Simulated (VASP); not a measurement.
# NaSb2Au (P-3m1) in VASP: a series of runs

One crystal, NaSb2Au, is run at these levels: HSE(alpha, omega); tasks: single point.

Program: VASP 6.6.1. These are calculated values, not measurements. Logs are shortened: lines on timing, memory, paths and dates and some standing lists are left out, and cuts for length are marked.

### Step 1. The crystal as given

It takes space group P-3m1 (No. 164, trigonal). The conventional cell has a = 4.357 Å, b = 4.357 Å, c = 6.818 Å, α = 90.00°, β = 90.00°, γ = 120.00°. Na (site symmetry -3m) has 6 Sb at 3.31 Å and 2 Au at 3.41 Å as nearest neighbours. Around Sb (site symmetry 3m) lie 3 Au at 2.81 Å. Au (site symmetry -3m) has 6 Sb at 2.81 Å as nearest neighbours.

The cell was built by a generator and needn't be a form met in nature.

### Step 2. Single point, HSE(alpha, omega)

File POSCAR:

```
NaSb2Au
1.0
    4.3573000000      0.0000000000      0.0000000000
   -2.1786500000      3.7735400000      0.0000000000
    0.0000000000      0.0000000000      6.8184700000
Na Sb Au
1 2 1
Direct
    0.0000000000      0.0000000000      0.5000000000
    0.6666700000      0.3333300000      0.8163200000
    0.3333300000      0.6666700000      0.1836800000
    0.0000000000      0.0000000000      0.0000000000
```

File INCAR.step1:

```
PREC     = Accurate       # precision mode
ENCUT    = 520            # plane-wave cutoff, eV
EDIFF    = 1E-5           # SCF threshold, eV
ISMEAR   = -1             # smearing method
SIGMA    = 0.05           # smearing width, eV
LREAL    = False          # projectors in reciprocal space
LASPH    = True           # aspherical terms in the spheres
NELM     = 80             # most SCF steps
ALGO     = Normal         # electronic algorithm
ISIF     = 2              # what is computed and relaxed
LWAVE    = True           # write WAVECAR
LCHARG   = False          # write CHGCAR
NBANDS   = 22             # bands
GGA      = PE             # functional
```

File INCAR.step2:

```
PREC     = Accurate       # precision mode
ENCUT    = 520            # plane-wave cutoff, eV
EDIFF    = 1E-6           # SCF threshold, eV
ISMEAR   = -1             # smearing method
SIGMA    = 0.05           # smearing width, eV
LREAL    = False          # projectors in reciprocal space
LASPH    = True           # aspherical terms in the spheres
NELM     = 80             # most SCF steps
ALGO     = Normal         # electronic algorithm
ISIF     = 2              # what is computed and relaxed
LWAVE    = False          # write WAVECAR
LCHARG   = False          # write CHGCAR
GGA      = PE             # functional
LHFCALC  = True           # exact exchange
HFSCREEN = 0.2            # screening, 1/A
AEXX     = 0.15           # exact-exchange fraction
PRECFOCK = Fast         
NBANDS   = 22             # bands
ISTART   = 1
```

File KPOINTS:

```
regular mesh
0
Gamma
  4 4 2
```

Potentials or basis: VASP PAW PBE potentials, release 64 (Na_pv, Sb, Au).

The run is started by

```console
$ cat potpaw_PBE.64/Na_pv/POTCAR potpaw_PBE.64/Sb/POTCAR potpaw_PBE.64/Au/POTCAR > POTCAR
$ cp INCAR.step1 INCAR
$ mpirun -np 1 vasp_std > vasp.out
$ cp INCAR.step2 INCAR
$ mpirun -np 1 vasp_std > vasp.out
```

OUTCAR:

```text
PREC = Accurate
   ENCUT = 520
   EDIFF = 1E-6
   ISMEAR = -1
   LREAL = False
   LASPH = True
   NELM = 80
   ISIF = 2
   GGA = PE
   LHFCALC = True
   HFSCREEN = 0.2
   AEXX = 0.15
   PRECFOCK = Fast
   ISTART = 1

 ion  position               nearest neighbor table
   1  0.000  0.000  0.500-
   2  0.667  0.333  0.816-   4 2.81   4 2.81   4 2.81   3 3.55   3 3.55   3 3.55
   3  0.333  0.667  0.184-   4 2.81   4 2.81   4 2.81   2 3.55   2 3.55   2 3.55
   4  0.000  0.000  0.000-   2 2.81   3 2.81   2 2.81   3 2.81   2 2.81   3 2.81

  LATTYP: Found a hexagonal cell.
 ALAT       =     4.3573000000
 C/A-ratio  =     1.5648383173

  Lattice vectors:

 A1 = (   4.3573000000,   0.0000000000,   0.0000000000)
 A2 = (  -2.1786500000,   3.7735400000,   0.0000000000)
 A3 = (   0.0000000000,   0.0000000000,   6.8184700000)

Analysis of symmetry for initial positions (statically):
=====================================================================
 Subroutine PRICEL returns:
 Original cell was already a primitive cell.

 Routine SETGRP: Setting up the symmetry group for a
 hexagonal supercell.

 Subroutine GETGRP returns: Found  4 space group operations
 (whereof  4 operations were pure point group operations)
 out of a pool of 24 trial point group operations.

The static configuration has the point symmetry C_2h.

Analysis of symmetry for dynamics (positions and initial velocities):
=====================================================================
 Subroutine PRICEL returns:
 Original cell was already a primitive cell.

 Routine SETGRP: Setting up the symmetry group for a
 hexagonal supercell.

 Subroutine GETGRP returns: Found  4 space group operations
 (whereof  4 operations were pure point group operations)
 out of a pool of 24 trial point group operations.

The dynamic configuration has the point symmetry C_2h.

 Subroutine INISYM returns: Found  4 space group operations
 (whereof  4 operations are pure point group operations),
 and found     1 'primitive' translations

----------------------------------------------------------------------------------------

                                     Primitive cell

  volume of cell :     112.1123

  direct lattice vectors                    reciprocal lattice vectors
     4.357300000  0.000000000  0.000000000     0.229499920  0.132501577  0.000000000
    -2.178650000  3.773540000  0.000000000     0.000000000  0.265003154  0.000000000
     0.000000000  0.000000000  6.818470000     0.000000000  0.000000000  0.146660468

  length of vectors
     4.357300000  4.357306502  6.818470000     0.265003549  0.265003154  0.146660468

  position of ions in fractional coordinates (direct lattice)
     0.000000000  0.000000000  0.500000000
     0.666670000  0.333330000  0.816320000
     0.333330000  0.666670000  0.183680000
     0.000000000  0.000000000  0.000000000

  ion indices of the primitive-cell ions
   primitive index   ion index
                 1           1
                 2           2
                 3           3
                 4           4

----------------------------------------------------------------------------------------

 KPOINTS: regular mesh

Automatic generation of k-mesh.
 Grid dimensions read from file:
 generate k-points for:    4    4    2

 Generating k-lattice:

  Cartesian coordinates                     Fractional coordinates (reciprocal lattice)
     0.057374980  0.033125394  0.000000000     0.250000000  0.000000000  0.000000000
     0.000000000  0.066250788  0.000000000     0.000000000  0.250000000  0.000000000
     0.000000000  0.000000000  0.073330234     0.000000000  0.000000000  0.500000000

  Length of vectors
     0.066250887  0.066250788  0.073330234

  Shift w.r.t. Gamma in fractional coordinates (k-lattice)
     0.000000000  0.000000000  0.000000000

 Subroutine IBZKPT returns following result:
 ===========================================

 Found     14 irreducible k-points:

 Following reciprocal coordinates:
            Coordinates               Weight
  0.000000  0.000000  0.000000      1.000000
  0.250000 -0.000000  0.000000      4.000000
 -0.250000  0.250000  0.000000      2.000000
  0.500000 -0.000000  0.000000      2.000000
  0.500000  0.500000  0.000000      1.000000
  0.250000  0.250000  0.000000      2.000000
 -0.250000  0.500000  0.000000      4.000000
  0.000000  0.000000  0.500000      1.000000
  0.250000 -0.000000  0.500000      4.000000
 -0.250000  0.250000  0.500000      2.000000
  0.500000 -0.000000  0.500000      2.000000
  0.500000  0.500000  0.500000      1.000000
  0.250000  0.250000  0.500000      2.000000
 -0.250000  0.500000  0.500000      4.000000
   k-points           NKPTS =     14   k-points in BZ     NKDIM =     32   number of bands    NBANDS=     22
   number of dos      NEDOS =    301   number of ions     NIONS =      4
   total plane-waves  NPLWV =  55296
   dimension x,y,z NGX =    32 NGY =   32 NGZ =   54
   dimension x,y,z NGXF=    64 NGYF=   64 NGZF=  108
   ions per type =               1   2   1
   NGX,Y,Z   is equivalent  to a cutoff of  12.21, 12.21, 13.17 a.u.
   NGXF,Y,Z  is equivalent  to a cutoff of  24.42, 24.42, 26.33 a.u.
 SYSTEM =  unknown system
   PREC   = accura    normal or accurate (medium, high low for compatibility)
   ISTART =      1    job   : 0-new  1-cont  2-samecut
   ICHARG =      0    charge: 1-file 2-atom 10-const
   ISPIN  =      1    spin polarized calculation?
   LNONCOLLINEAR =      F non collinear calculations
   LSORBIT =      F    spin-orbit coupling
   LASPH  =      T    aspherical Exc in radial PAW
   ENCUT  =  520.0 eV  38.22 Ry    6.18 a.u.   8.10  8.10 12.68*2*pi/ulx,y,z
   NELM   =     80;   NELMIN=  2; NELMDL=  0     # of ELM steps
   EDIFF  = 0.1E-05   stopping-criterion for ELM
   LREAL  =      F    real-space projection
   EDIFFG = 0.1E-04   stopping-criterion for IOM
   NSW    =      0    number of steps for IOM
   IBRION =     -1    ionic relax: 0-MD 1-quasi-New 2-CG
   NFREE  =      0    steps in history (QN), initial steepest desc. (CG)
   ISIF   =      2    stress and relaxation
   ISYM   =      3    0-nonsym 1-usesym 2-fastsym
   POTIM  = 0.5000    time-step for ionic-motion
   TEBEG  =    0.0;   TEEND  =   0.0 temperature during run
   PSTRESS=    0.0 pullay stress
   NELECT =      28.0000    total number of electrons
   NUPDOWN=      -1.0000    fix difference up-down
   EMIN   =  10.00;   EMAX   =-10.00  energy-range for DOS
   EFERMI =   0.00;   METHOD = LEGACY
   ISMEAR =    -1;   SIGMA  =   0.05  broadening in eV -4-tet -1-fermi 0-gaus
   EFERMI_NEDOS =   21; number of points for ismear=-14 and -15
   IALGO  =     38    algorithm
   IMIX   =      1    mixing-type and parameters
     AMIX     =   0.40;   BMIX     =  1.00
     AMIX_MAG =   1.60;   BMIX_MAG =  1.00
  volume/ion in A,a.u.               =      28.03       189.14
  Fermi-wavevector in a.u.,A,eV,Ry     =   1.030963  1.948237 14.461423  1.062885
  Thomas-Fermi vector in A             =   2.165087
   LORBIT       =      0    0 simple, 1 ext, 2 COOP (PROOUT), +10 PAW based schemes
   GGA     = PE    functional components
   LHFCALC =     T    Hartree Fock is set to
   PRECFOCK=fast      Normal, Fast or Accurate (Low or Medium for compatibility)
   ENCUT4O =  -1.0   cutoff for four orbital integrals eV
   NKREDX  =     1    reduce k-point grid by
   NKREDY  =     1    reduce k-point grid by
   NKREDZ  =     1    reduce k-point grid by
   AEXX    =    0.1500 exact exchange contribution
   HFSCREEN=    0.2000 screening length (either q_TF or 0.3 A-1)
   HFSCREENC=   0.2000 screening length for correlation (either q_TF or 0.3 A-1)
   ENCUTFOCK=  -1.0 apply spherical cutoff to Coloumb kernel
   IVDW    =     0    specifies the selected vdW correction
   LEPSILON=     F    determine dielectric tensor
   LRPA    =     F    only Hartree local field effects (RPA)
 non-spin polarized calculation
  energy-cutoff  :      520.00
  volume of cell :      112.11
 maximum number of plane-waves:      3042
  NGX = 18; NGY = 18; NGZ = 28

 number of electron      27.9999988 magnetization

 Free energy of the ion-electron system (eV)
  ---------------------------------------------------
  ext. energy  EPLUGINS =         0.00000000
  ---------------------------------------------------
  free energy    TOTEN  =       -14.58364512 eV

  energy without entropy =      -14.55599699  energy(sigma->0) =      -14.56982105

 E-fermi :   5.1494     XC(G=0):  -8.1979

 val. band max:        4.8958166505   @ k =   0.2500  -0.0000   0.5000
 cond. band min:       5.1592474801   @ k =   0.2500   0.2500   0.0000
 fundamental gap:      0.2634308295
 Fermi energy:         5.1493546672

 k-point     1 :       0.0000    0.0000    0.0000
  band No.  band energies     occupation
      1     -20.9932      2.00000
      2     -20.9932      2.00000
      3     -20.9834      2.00000
      4      -7.0536      2.00000
      5      -4.1003      2.00000
      6      -1.3881      2.00000
[... 14 lines left out ...]
     21      10.8395      0.00000
     22      13.1944      0.00000

 k-point     2 :       0.2500   -0.0000    0.0000
  band No.  band energies     occupation
      1     -20.9961      2.00000
      2     -20.9938      2.00000
      3     -20.9827      2.00000
      4      -6.4057      2.00000
      5      -4.3961      2.00000
      6      -1.1628      2.00000
[... 14 lines left out ...]
     21      11.4853      0.00000
     22      11.9045      0.00000

 k-point     3 :      -0.2500    0.2500    0.0000
  band No.  band energies     occupation
      1     -20.9961      2.00000
      2     -20.9938      2.00000
      3     -20.9827      2.00000
      4      -6.4057      2.00000
      5      -4.3961      2.00000
      6      -1.1628      2.00000
[... 14 lines left out ...]
     21      11.4853      0.00000
     22      11.9045      0.00000
[... 226 lines left out ...]
 k-point    13 :       0.2500    0.2500    0.5000
  band No.  band energies     occupation
      1     -20.9978      2.00000
      2     -20.9956      2.00000
      3     -20.9823      2.00000
      4      -5.3348      2.00000
      5      -4.7576      2.00000
      6      -1.1081      2.00000
[... 14 lines left out ...]
     21      11.9790      0.00000
     22      11.9903      0.00000

 k-point    14 :      -0.2500    0.5000    0.5000
  band No.  band energies     occupation
      1     -20.9978      2.00000
      2     -20.9956      2.00000
      3     -20.9823      2.00000
      4      -5.3348      2.00000
      5      -4.7576      2.00000
      6      -1.1081      2.00000
[... 14 lines left out ...]
     21      11.9789      0.00000
     22      11.9903      0.00000

------------------------ aborting loop because EDIFF is reached ----------------------------------------

  FORCE on cell =-STRESS in cart. coord.  units (eV):
  Direction    XX          YY          ZZ          XY          YZ          ZX
  --------------------------------------------------------------------------------------
  -------------------------------------------------------------------------------------
  Total       -1.1381175     -1.1402157      0.0154228     -0.0018132     -0.0000879      0.0001523
  in kB      -16.2646347    -16.2946209      0.2204048     -0.0259127     -0.0012557      0.0021771
  external PRESSURE =     -10.7796169 kB  Pullay stress =       0.0000000 kB

 VOLUME and BASIS-vectors are now :
 -----------------------------------------------------------------------------
  energy-cutoff  :      520.00
  volume of cell :      112.11
      direct lattice vectors                 reciprocal lattice vectors
     4.357300000  0.000000000  0.000000000     0.229499920  0.132501577  0.000000000
    -2.178650000  3.773540000  0.000000000     0.000000000  0.265003154  0.000000000
     0.000000000  0.000000000  6.818470000     0.000000000  0.000000000  0.146660468

 POSITION                                       TOTAL-FORCE (eV/Angst)
 -----------------------------------------------------------------------------------
      0.00000      0.00000      3.40923        -0.000000      0.000000      0.000000
      2.17867      1.25783      5.56605        -0.000083      0.000048      0.135273
     -0.00002      2.51571      1.25242         0.000083     -0.000048     -0.135273
      0.00000      0.00000      0.00000         0.000000      0.000000      0.000000
 -----------------------------------------------------------------------------------
    total drift:                                0.000000      0.000001      0.000001

  FREE ENERGIE OF THE ION-ELECTRON SYSTEM (eV)
  ---------------------------------------------------
  free  energy   TOTEN  =       -14.5836451161 eV

  energy  without entropy=      -14.5559969890  energy(sigma->0) =      -14.56982105
```

Wall time 7.4 min (1 thread of Intel Xeon 6975P-C (Granite Rapids), shared host); peak memory 0.36 GiB.

Results:

```
Free energy            : -14.5836 eV
Pressure               : -1.1 GPa
Largest force          : 0.135 eV/Å
Band gap on the k mesh : none (metal or under the smearing width)
```

Forces in eV/Å, atoms in the order of the input:
```
Na   0.000  0.000  0.000
Sb   0.000  0.000  0.135
Sb   0.000  0.000 -0.135
Au   0.000  0.000  0.000
```

Caveat: the k mesh is coarse (spacing up to 0.46 Å⁻¹), so the values aren't converged, least of all with exact exchange; the PAW data sets were made with another functional, which shifts forces and pressure a little.

(Continued in part 2 of 2.)
